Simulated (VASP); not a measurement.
Consider the following.

```yaml
crystal:
  lattice:
    - [0.00000, 2.75076, 2.75076]
    - [2.75076, 0.00000, 2.75076]
    - [2.75076, 2.75076, 0.00000]
  atoms:
    - { symbol: Na, position: [0.00000, 0.00000, 0.00000] }
    - { symbol: Cl, position: [0.50000, 0.50000, 0.50000] }
```

These are PBE GGA, VASP's PBE PAW potentials (set 64) (plane waves; VASP) values and carry that method's errors. Numerical set-up: 300 eV cut-off, 8×8×8 Γ-centred mesh, Fermi-Dirac smearing of 0.020 eV, potentials Na_pv Cl.

Problem. Give the energies of bands 5 to 10 at the high-symmetry points, in eV from the valence-band maximum.

Solution. 
```
band      Γ      X      U      L      W
----  -----  -----  -----  -----  -----
5      0.00  -1.86  -1.58  -2.16  -1.34
6      0.00  -0.67  -1.26  -0.31  -1.34
7      0.00  -0.67  -0.56  -0.31  -0.85
8      5.41   7.76   8.38   7.40   9.14
9     11.19   8.01   9.27  11.16   9.90
10    11.19  11.86  10.93  11.16   9.90
```

The gap is direct, 5.41 eV, from the valence maximum at Γ to the conduction minimum at Γ.

The structure comes from a computed database's NaCl entry; how it stands against other phases isn't given here. The cell was not relaxed at this level.
